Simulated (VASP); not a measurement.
VASP runs on FePt (L1_0) share one base input (PBE GGA, plane waves, VASP's PBE PAW potentials (set 64)) and change the settings named in each case.

**INCAR**
```
GGA = PE
NELM = 100
PREC = Accurate
LCHARG = .FALSE.
SIGMA = 0.1   # width (eV)
ISIF = 2   # forces and stress, cell fixed
EDIFF = 1E-6
SYSTEM = FePt
LASPH = .TRUE.
MAGMOM = 3.0 0.0
LMAXMIX = 6   # l cut-off of mixed one-centre charges
ISPIN = 2
LWAVE = .FALSE.
LORBIT = 10
ENCUT = 400
ALGO = Normal   # blocked Davidson
ISMEAR = 1   # Methfessel-Paxton
LREAL = .FALSE.
```

POSCAR:
```
FePt
1
    2.7744000000     0.0000000000     0.0000000000
    0.0000000000     2.7744000000     0.0000000000
    0.0000000000     0.0000000000     3.7842000000
Fe Pt
1 1
Direct
  0.0000000000   0.0000000000   0.0000000000
  0.5000000000   0.5000000000   0.5000000000
```

**KPOINTS**
```
K-points
0
gamma
 12 12 9
```

POTCAR, in this order: Fe Pt (PBE.64 set). Program: vasp_std.

| change | E(σ→0) (eV/atom) | pressure (GPa) | moment (μB) | −TS (eV) | irreducible k-points |
|---|---|---|---|---|---|
| base run | -7.3880 | -7.59 | 3.37 | -0.0006 | 140 |
| KPOINTS 2×2×2 Γ-centred mesh | -6.4139 | 1.46 | 3.57 | -0.0035 | 6 |
| KPOINTS 4×4×3 Γ-centred mesh | -7.4116 | -8.07 | 3.34 | -0.0037 | 12 |
| KPOINTS 5×5×4 Γ-centred mesh | -7.3568 | -5.58 | 3.66 | -0.0032 | 18 |
| KPOINTS 6×6×4 Γ-centred mesh | -7.3950 | -7.79 | 3.39 | -0.0039 | 30 |
| KPOINTS 8×8×6 Γ-centred mesh | -7.3969 | -7.61 | 3.40 | -0.0003 | 60 |
| KPOINTS 9×9×7 Γ-centred mesh | -7.3890 | -7.75 | 3.33 | 0.0006 | 60 |
| KPOINTS 18×18×14 Γ-centred mesh | -7.3894 | -7.64 | 3.37 | -0.0003 | 440 |
 Unless said otherwise, spin-orbit coupling is left out, though it shifts the bands of the heavy elements here.

Left out are runs that ran out of time, are held back, or changed the cell or the kind of run, fixed moments of cells without a moment, rows past the twelfth, gaps on odd meshes, pressures of charged cells and columns that move by less than the noise.

The compound is FePt in the L1_0 structure. The cell was not relaxed at this level. The spin order is the one that the start imposed; others were not tried in this run.
